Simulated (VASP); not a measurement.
**Relaxed cell of CoSi2: a test of cutoff and mesh**

Aim: test the relaxed volume of CoSi2 against cutoff and mesh. The starting structure is a measured crystal structure from the Crystallography Open Database. The first relaxation on each setting starts from this cell expanded by 3 % in volume.

Calculated with VASP 6.6.1; Kohn-Sham DFT with plane waves and PAW; PBEsol.

### 1. Set-up

The structure is cubic, space group Fm-3m (No. 225). The conventional cell has a = 5.365 Å, b = 5.365 Å, c = 5.365 Å, α = 90.00°, β = 90.00°, γ = 90.00°. Nearest to Co lie 8 Si at 2.32 Å. Si has 4 Co at 2.32 Å nearest. Farther neighbours are not listed.

As a file:

```cif
data_structure
_symmetry_space_group_name_H-M 'P 1'
_symmetry_Int_Tables_number 1
_cell_length_a 3.7936
_cell_length_b 3.7936
_cell_length_c 3.7936
_cell_angle_alpha 60.000
_cell_angle_beta 60.000
_cell_angle_gamma 60.000
_cell_volume 38.61
loop_
_atom_site_label
_atom_site_type_symbol
_atom_site_fract_x
_atom_site_fract_y
_atom_site_fract_z
_atom_site_occupancy
Co1 Co 0.00000 0.00000 0.00000 1
Si2 Si 0.75000 0.75000 0.75000 1
Si3 Si 0.25000 0.25000 0.25000 1
```

### 2. Reference relaxation

This run starts from the cell of an earlier relaxation, which isn't shown; the restart sets up the plane waves anew.

INCAR

```
SYSTEM = CoSi2
PREC = Accurate
ENCUT = 450
EDIFF = 1E-06
NELM = 100
ISMEAR = 0
SIGMA = 0.05
LREAL = .FALSE.
ALGO = Normal
GGA = PS
NBANDS = 16
ISPIN = 2
MAGMOM = 0 0 0
LASPH = .TRUE.
LMAXMIX = 4
LORBIT = 11
LWAVE = .FALSE.
LCHARG = .FALSE.
KPAR = 8
IBRION = 2
NSW = 50
ISIF = 3
EDIFFG = -0.006
```

POSCAR

```
CoSi2
1.0
    0.0000000000      2.6561501424      2.6561501424
    2.6561501424      0.0000000000      2.6561501424
    2.6561501424      2.6561501424      0.0000000000
Co Si
1 2
Direct
    0.0000000000      0.0000000000      0.0000000000
    0.7500000000      0.7500000000      0.7500000000
    0.2500000000      0.2500000000      0.2500000000
```

KPOINTS

```
Automatic mesh
0
Gamma
12 12 12
0 0 0
```

Potentials, in the order of the species: Co and Si (PBE family, release 64).

Launch:

```console
$ mpirun -np 8 vasp_std
```

Output:

```text
[banner, memory and clock lines left out]
running    8 mpi-ranks, on    1 nodes
 distrk:  each k-point on    1 cores,    8 groups
 distr:  one band on    1 cores,    1 groups

 POSCAR found type information on POSCAR CoSi
 POSCAR found :  2 types and       3 ions
|                                                                             |
|           W    W    AA    RRRRR   N    N  II  N    N   GGGG   !!!           |
|           W    W   A  A   R    R  NN   N  II  NN   N  G    G  !!!           |
|           W    W  A    A  R    R  N N  N  II  N N  N  G       !!!           |
|           W WW W  AAAAAA  RRRRR   N  N N  II  N  N N  G  GGG   !            |
|           WW  WW  A    A  R   R   N   NN  II  N   NN  G    G                |
|           W    W  A    A  R    R  N    N  II  N    N   GGGG   !!!           |
|                                                                             |
|     For optimal performance we recommend to set                             |
|       NCORE = 2 up to number-of-cores-per-socket                            |
|     NCORE specifies how many cores store one orbital (NPAR=cpu/NCORE).      |
|     This setting can greatly improve the performance of VASP for DFT.       |
|     The default, NCORE=1 might be grossly inefficient on modern             |
|     multi-core architectures or massively parallel machines. Do your        |
|     Unfortunately you need to use the default for GW and RPA                |
|     calculations (for HF NCORE is supported but not extensively tested      |
|     yet).                                                                   |
|                                                                             |

|                                                                             |
|               ----> ADVICE to this user running VASP <----                  |
|                                                                             |
|     You enforced a specific xc type in the INCAR file but a different       |
|     [... a line on the potential file left out ...]
|     I HOPE YOU KNOW WHAT YOU ARE DOING!                                     |
|                                                                             |

 LDA part: xc-table for (Slater+PW92), standard interpolation
 POSCAR, INCAR and KPOINTS ok, starting setup
 FFT: planning ... GRIDC
 FFT: planning ... GRID_SOFT
 FFT: planning ... GRID
 WAVECAR not read
 entering main loop
       N       E                     dE             d eps       ncg     rms          rms(c)
DAV:   1     0.532350198412E+02    0.53235E+02   -0.62024E+03  4664   0.905E+02
DAV:   2    -0.197848784919E+02   -0.73020E+02   -0.64693E+02  5128   0.189E+02
DAV:   3    -0.225668677048E+02   -0.27820E+01   -0.27346E+01  6104   0.413E+01
DAV:   4    -0.226142919621E+02   -0.47424E-01   -0.47404E-01  5488   0.525E+00
DAV:   5    -0.226157467084E+02   -0.14547E-02   -0.14547E-02  6080   0.946E-01    0.155E+01
DAV:   6    -0.262432466846E+02   -0.36275E+01   -0.26174E+01  4896   0.107E+02    0.178E+01
DAV:   7    -0.210355113654E+02    0.52077E+01   -0.11789E+01  5808   0.830E+01    0.343E+00
DAV:   8    -0.210216928806E+02    0.13818E-01   -0.77260E-01  5536   0.560E+00    0.193E+00
DAV:   9    -0.209845006133E+02    0.37192E-01   -0.87630E-02  5488   0.552E+00    0.497E-01
DAV:  10    -0.209841563761E+02    0.34424E-03   -0.63989E-03  6512   0.123E+00    0.126E-01
DAV:  11    -0.209839957189E+02    0.16066E-03   -0.72299E-04  6280   0.479E-01    0.401E-02
DAV:  12    -0.209840081399E+02   -0.12421E-04   -0.42591E-05  5328   0.456E-02    0.150E-02
DAV:  13    -0.209840062293E+02    0.19106E-05   -0.36667E-06  6128   0.310E-02    0.662E-03
DAV:  14    -0.209840062775E+02   -0.48178E-07   -0.43660E-07  2664   0.656E-03
   1 F= -.20984006E+02 E0= -.20983375E+02  d E =-.209840E+02  mag=     0.0000
 curvature:   0.00 expect dE= 0.000E+00 dE for cont linesearch  0.000E+00
 trial: gam= 0.00000 g(F)=  0.703E-45 g(S)=  0.521E-06 ort = 0.000E+00 (trialstep = 0.100E+01)
 search vector abs. value=  0.521E-06
 reached required accuracy - stopping structural energy minimisation
```

Elapsed: 8.8 s, on 8 MPI ranks of AMD EPYC 9R45, shared host; peak memory 1.5 GiB; 66 s of CPU time.

Lines that name or quote the potential files are left out of all logs, and their timing lines are given in words.

From OUTCAR (step 2):

```text
ion  position               nearest neighbor table
   1  0.000  0.000  0.000-   2 2.30   3 2.30   2 2.30   2 2.30   2 2.30   3 2.30   3 2.30   3 2.30

  LATTYP: Found a face centered cubic cell.
 ALAT       =     5.3123002848

 Subroutine GETGRP returns: Found 48 space group operations
 (whereof 48 operations were pure point group operations)

The static configuration has the point symmetry O_h .

 Found     72 irreducible k-points:

   k-points           NKPTS =     72   k-points in BZ     NKDIM =     72   number of bands    NBANDS=     16

   dimension x,y,z NGX =    28 NGY =   28 NGZ =   28
   dimension x,y,z NGXF=    56 NGYF=   56 NGZF=   56

   ENCUT  =  450.0 eV  33.07 Ry    5.75 a.u.   6.50  6.50  6.50*2*pi/ulx,y,z

   NELECT =      17.0000    total number of electrons

 k-points in reciprocal lattice and weights: Automatic mesh
   0.00000000  0.00000000  0.00000000       0.001
   0.08333333  0.00000000  0.00000000       0.005
   0.16666667  0.00000000  0.00000000       0.005
   0.25000000  0.00000000  0.00000000       0.005
   0.33333333  0.00000000  0.00000000       0.005
   0.41666667  0.00000000  0.00000000       0.005
   0.50000000  0.00000000  0.00000000       0.002
   0.08333333  0.08333333  0.00000000       0.003
   0.16666667  0.08333333  0.00000000       0.014
[...]
-0.33333333  0.50000000  0.16666667       0.007
  -0.25000000  0.50000000  0.25000000       0.003

 average (electrostatic) potential at core
       1 -77.7806       2 -78.8361       3 -78.8361

 E-fermi :  10.3158

 spin component 1
 k-point     1 :       0.0000    0.0000    0.0000
  band No.  band energies     occupation
    ...
      2       6.1378      1.00000
      3       6.1378      1.00000
      4       6.1378      1.00000
      5       8.3421      1.00000
      6       8.3421      1.00000
      7      11.3655      0.00000
      8      13.7644      0.00000
      9      13.7644      0.00000
     10      13.7644      0.00000
     11      13.8570      0.00000
    ...

 k-point     2 :       0.0833    0.0000    0.0000
  band No.  band energies     occupation
    ...
      2       5.8863      1.00000
      3       6.1762      1.00000
      4       6.1762      1.00000
      5       8.3091      1.00000
      6       8.3091      1.00000
      7      11.3914      0.00000
      8      12.3962      0.00000
      9      13.0495      0.00000
     10      13.0495      0.00000
     11      14.6121      0.00000
    ...

 k-point     3 :       0.1667    0.0000    0.0000
  band No.  band energies     occupation
    ...
      2       5.2068      1.00000
      3       6.2812      1.00000
      4       6.2812      1.00000
      5       8.2372      1.00000
      6       8.2372      1.00000
      7      10.5092      0.00000
      8      12.3097      0.00000
      9      12.3097      0.00000
     10      12.3239      0.00000
     11      14.7728      0.00000
    ...

 k-point     4 :       0.2500    0.0000    0.0000
  band No.  band energies     occupation
    ...
      3       6.4207      1.00000
      4       6.4207      1.00000
      5       8.1965      1.00000
      6       8.1965      1.00000
      7       9.4276      1.00000
      8      11.5494      0.00000
      9      11.5494      0.00000
     10      12.7753      0.00000
     11      14.3362      0.00000
     12      14.3362      0.00000
    ...

 k-point     5 :       0.3333    0.0000    0.0000
  band No.  band energies     occupation
    ...
      3       6.5430      1.00000
      4       6.5430      1.00000
      5       8.2690      1.00000
      6       8.2690      1.00000
      7       8.6619      1.00000
      8      10.8002      0.00000
      9      10.8002      0.00000
     10      13.0454      0.00000
     11      14.0354      0.00000
     12      14.0354      0.00000
    ...

 k-point     6 :       0.4167    0.0000    0.0000
  band No.  band energies     occupation
    ...
      5       8.2237      1.00000
      6       8.4745      1.00000
      7       8.4745      1.00000
      8      10.1592      1.00000
      9      10.1592      1.00000
     10      13.0823      0.00000
     11      13.8767      0.00000
     12      13.8767      0.00000
     13      14.8661      0.00000
     14      19.8366      0.00000
    ...

  Total        0.0032850      0.0032850      0.0032850      0.0000000      0.0000000     -0.0000000
  in kB        0.1404292      0.1404292      0.1404292      0.0000000      0.0000000     -0.0000000
  external PRESSURE =       0.1404292 kB  Pullay stress =       0.0000000 kB

  energy-cutoff  :      450.00
  volume of cell :       37.48
      direct lattice vectors                 reciprocal lattice vectors
     0.000000000  2.656150142  2.656150142    -0.188242371  0.188242371  0.188242371
     2.656150142  0.000000000  2.656150142     0.188242371 -0.188242371  0.188242371
     2.656150142  2.656150142  0.000000000     0.188242371  0.188242371 -0.188242371

 POSITION                                       TOTAL-FORCE (eV/Angst)
 -----------------------------------------------------------------------------------
      0.00000      0.00000      0.00000        -0.000000     -0.000000     -0.000000
      3.98423      3.98423      3.98423         0.000000     -0.000000      0.000000
      1.32808      1.32808      1.32808        -0.000000      0.000000     -0.000000
 -----------------------------------------------------------------------------------
    total drift:                               -0.000000     -0.000000      0.000000

  FREE ENERGIE OF THE ION-ELECTRON SYSTEM (eV)
  ---------------------------------------------------
  free  energy   TOTEN  =       -20.9840062775 eV

  energy  without entropy=      -20.9827438647  energy(sigma->0) =      -20.98337507

 reached required accuracy - stopping structural energy minimisation

 total charge
# of ion       s       p       d       tot
------------------------------------------
    1        0.557   0.751   7.626   8.935
    2        0.717   0.887   0.000   1.603
    3        0.717   0.887   0.000   1.603
--------------------------------------------------
tot          1.990   2.525   7.626  12.142

 magnetization (x)
# of ion       s       p       d       tot
------------------------------------------
    1        0.000  -0.000   0.000   0.000
    2        0.000   0.000   0.000   0.000
    3        0.000   0.000   0.000   0.000
--------------------------------------------------
tot          0.000   0.000   0.000   0.000

[... 1 further part left out ...]
```

CONTCAR:

```
CoSi2
   1.00000000000000
     0.0000000000000000    2.6561501424000000    2.6561501424000000
     2.6561501424000000    0.0000000000000000    2.6561501424000000
     2.6561501424000000    2.6561501424000000    0.0000000000000000
  Co              Si
     1     2
Direct
     0.0000000000000000    0.0000000000000000    0.0000000000000000
     0.7500000000000000    0.7500000000000000    0.7500000000000000
     0.2500000000000000    0.2500000000000000    0.2500000000000000
```

This run allows spin, but its moments start at zero, where symmetry between the spins tends to hold them, although Co can carry a moment. Its electron count is odd, so without a moment it is a metal by construction. The PAW data sets were made with PBE, which is usual practice but a small mismatch for other functionals. The run keeps the 48 symmetry operations of its start, so it cannot find a distortion of lower symmetry.

The reference relaxation ends at 12.493 Å³ an atom. Pressures at 0.985 and 1.015 times this volume, from two more relaxations that aren't shown, give a bulk modulus of 195.0 GPa.

### 3. Relaxation with a cutoff of 270 eV

Against step 2 the input has ENCUT = 270. This run starts from the cell of an earlier relaxation, which isn't shown; the restart sets up the plane waves anew.

Edit INCAR of step 2 so:

```diff
@@ -2,3 +2,3 @@
 PREC = Accurate
-ENCUT = 450
+ENCUT = 270
 EDIFF = 1E-06
```

POSCAR

```
CoSi2
1.0
    0.0000000000      2.6535998561      2.6535998561
    2.6535998561      0.0000000000      2.6535998561
    2.6535998561      2.6535998561      0.0000000000
Co Si
1 2
Direct
    0.0000000000      0.0000000000      0.0000000000
    0.7500000000      0.7500000000      0.7500000000
    0.2500000000      0.2500000000      0.2500000000
```

KPOINTS is that of step 2.

Launch:

```console
$ mpirun -np 8 vasp_std
```

Output:

```text
[banner, memory and clock lines left out]
running    8 mpi-ranks, on    1 nodes
[...]
[... a notice as in an earlier step ...]

 [... a notice as in an earlier step ...]

 LDA part: xc-table for (Slater+PW92), standard interpolation
 POSCAR, INCAR and KPOINTS ok, starting setup
[...]
entering main loop
       N       E                     dE             d eps       ncg     rms          rms(c)
DAV:   1     0.326220865179E+02    0.32622E+02   -0.44176E+03  4808   0.577E+02
DAV:   2    -0.210572941018E+02   -0.53679E+02   -0.48058E+02  5456   0.147E+02
DAV:   3    -0.225544668389E+02   -0.14972E+01   -0.14849E+01  5784   0.270E+01
DAV:   4    -0.225730125568E+02   -0.18546E-01   -0.18542E-01  5616   0.323E+00
[...]
DAV:  11    -0.209559017418E+02    0.24150E-03   -0.87402E-04  5872   0.498E-01    0.283E-02
DAV:  12    -0.209559135759E+02   -0.11834E-04   -0.47143E-05  5096   0.433E-02    0.122E-02
DAV:  13    -0.209559127479E+02    0.82807E-06   -0.26999E-06  5712   0.250E-02
[...]
DAV:   5    -0.209558324622E+02    0.19604E-04   -0.46480E-05  6336   0.109E-01    0.145E-02
DAV:   6    -0.209558301589E+02    0.23034E-05   -0.50383E-06  4672   0.174E-02    0.308E-03
DAV:   7    -0.209558301714E+02   -0.12570E-07   -0.13488E-07  2672   0.363E-03
   2 F= -.20955830E+02 E0= -.20955202E+02  d E =0.825764E-04  mag=     0.0000
 trial-energy change:    0.000083  1 .order    0.000120   -0.000698    0.000937
 step:   0.4606(harm=  0.4268)  dis= 0.00000  next Energy=   -20.956077 (dE=-0.164E-03)
[...]
N       E                     dE             d eps       ncg     rms          rms(c)
DAV:   1    -0.209580308990E+02   -0.22007E-02   -0.17480E-02  4736   0.209E+00    0.410E-01
DAV:   2    -0.209634669852E+02   -0.54361E-02   -0.36802E-02  5600   0.361E+00    0.702E-01
DAV:   3    -0.209561302534E+02    0.73367E-02   -0.18300E-02  5440   0.256E+00    0.759E-02
DAV:   4    -0.209560814295E+02    0.48824E-04   -0.31708E-04  4840   0.136E-01    0.208E-02
DAV:   5    -0.209560782829E+02    0.31465E-05   -0.11289E-05  6568   0.489E-02    0.768E-03
DAV:   6    -0.209560790169E+02   -0.73398E-06   -0.71810E-07  2752   0.814E-03
   3 F= -.20956079E+02 E0= -.20955445E+02  d E =-.166269E-03  mag=    -0.0000
[...]
reached required accuracy - stopping structural energy minimisation
```

The job ended after 9.6 s (8 MPI ranks; peak memory 1 GiB).

Parts of OUTCAR (step 3):

```text
  Total        0.0065494      0.0065494      0.0065494      0.0000000      0.0000000      0.0000000
  in kB        0.2815384      0.2815384      0.2815384      0.0000000      0.0000000      0.0000000
  external PRESSURE =       0.2815384 kB  Pullay stress =       0.0000000 kB

 POSITION                                       TOTAL-FORCE (eV/Angst)
 -----------------------------------------------------------------------------------
      0.00000      0.00000      0.00000         0.000000      0.000000      0.000000
      3.97685      3.97685      3.97685        -0.000000      0.000000     -0.000000
      1.32562      1.32562      1.32562        -0.000000     -0.000000     -0.000000
 -----------------------------------------------------------------------------------
    total drift:                               -0.000000     -0.000000      0.000000

  FREE ENERGIE OF THE ION-ELECTRON SYSTEM (eV)
  ---------------------------------------------------
  free  energy   TOTEN  =       -20.9560790169 eV

  energy  without entropy=      -20.9548116255  energy(sigma->0) =      -20.95544532

 magnetization (x)
# of ion       s       p       d       tot
------------------------------------------
    1        0.000  -0.000  -0.000  -0.000
    2        0.000  -0.000   0.000   0.000
    3        0.000  -0.000   0.000   0.000
--------------------------------------------------
tot          0.000  -0.000  -0.000  -0.000

[... 2 parts as in an earlier step ...]

[... 2 further parts left out ...]
[key lines of the parts left out:]
E-fermi :  10.3999
```

With a cutoff of 270 eV the cell ends at 12.424 Å³ an atom, -0.55 % from the reference; the bulk modulus is 197.9 GPa against 195.0 GPa.

[end of part 1 of 2]

[Lines on the potential files, build, host, timing and source positions are cut from VASP's logs without a mark.]

[Logs are printed without paths, hosts, clocks, repeated set-up lines and the standing remarks that a program may print on its own settings, such as how far it seeks lower states.]

[Hosts, paths, dates, database ids (printed as entryN), source tags and the programs' standing remarks are cut or masked in the printed files.]
